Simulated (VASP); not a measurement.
OSZICAR of a VASP run on Si (diamond):

### OSZICAR
```
       N       E                     dE             d eps       ncg     rms          rms(c)
DAV:   1     0.579966093954E+01    0.57997E+01   -0.33609E+03   464   0.783E+02
DAV:   2    -0.107826401128E+02   -0.16582E+02   -0.15647E+02   744   0.814E+01
DAV:   3    -0.109732621285E+02   -0.19062E+00   -0.19062E+00   616   0.109E+01
DAV:   4    -0.109739561797E+02   -0.69405E-03   -0.69405E-03   712   0.721E-01
DAV:   5    -0.109739574196E+02   -0.12399E-05   -0.12399E-05   648   0.231E-02    0.534E+00
DAV:   6    -0.108170618244E+02    0.15690E+00   -0.10826E-01   552   0.173E+00    0.329E+00
DAV:   7    -0.107488942837E+02    0.68168E-01   -0.19391E-01   584   0.245E+00    0.266E-01
DAV:   8    -0.107498778052E+02   -0.98352E-03   -0.47197E-03   544   0.528E-01    0.776E-02
DAV:   9    -0.107500434763E+02   -0.16567E-03   -0.15601E-04   664   0.104E-01    0.614E-02
DAV:  10    -0.107500702268E+02   -0.26750E-04   -0.33179E-05   552   0.435E-02    0.132E-02
DAV:  11    -0.107500697605E+02    0.46621E-06   -0.60833E-07   728   0.561E-03    0.272E-03
DAV:  12    -0.107500699794E+02   -0.21889E-06   -0.48930E-07   536   0.579E-03    0.156E-03
DAV:  13    -0.107500699976E+02   -0.18173E-07   -0.21321E-09   408   0.429E-04
   1 F= -.11423087E+02 E0= -.11423087E+02  d E =-.138129E-13
```

**Question.** Which electronic solver shows in the log?

**Answer.** It is blocked Davidson (ALGO = Normal, or the opening steps of other solvers). The INCAR had ALGO = Normal.

**Question.** Can the final energy be trusted as converged?

**Answer.** The calculation finished and met its thresholds. It stopped with EDIFF = 1E-7, NELM = 100 (PBE GGA with D3 dispersion (Becke-Johnson damping), plane waves, VASP's PBE PAW potentials (set 64)).

The compound is Si in the diamond structure. This cell is one point of a volume scan, at 0.94 of the reference volume.
